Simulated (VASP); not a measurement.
Input:

```
CELL_PARAMETERS angstrom
     -1.71324     1.71324     1.71324
      1.71324    -1.71324     1.71324
      1.71324     1.71324    -1.71324
ATOMIC_POSITIONS crystal
  Li 0.00000 0.00000 0.00000
```

Level of theory: PBEsol GGA, VASP's PBE PAW potentials (set 64) (plane waves; VASP). Settings: 520 eV cut-off, 15×15×15 Γ-centred mesh, first-order Methfessel-Paxton smearing of 0.10 eV, potentials Li_sv.

The job: Li (bcc), 1 atom, PBEsol, static run, 520 eV, 15×15×15 Γ-centred mesh. Roughly how much core time does it take on a busy server core?

About 4 core-seconds (one run on a shared machine, a rough figure). It had 120 irreducible k-points, 5 bands, up to 560 plane waves and 12 electronic steps.

The compound is Li in the bcc structure. It was relaxed first, which changed the volume by -5 %.
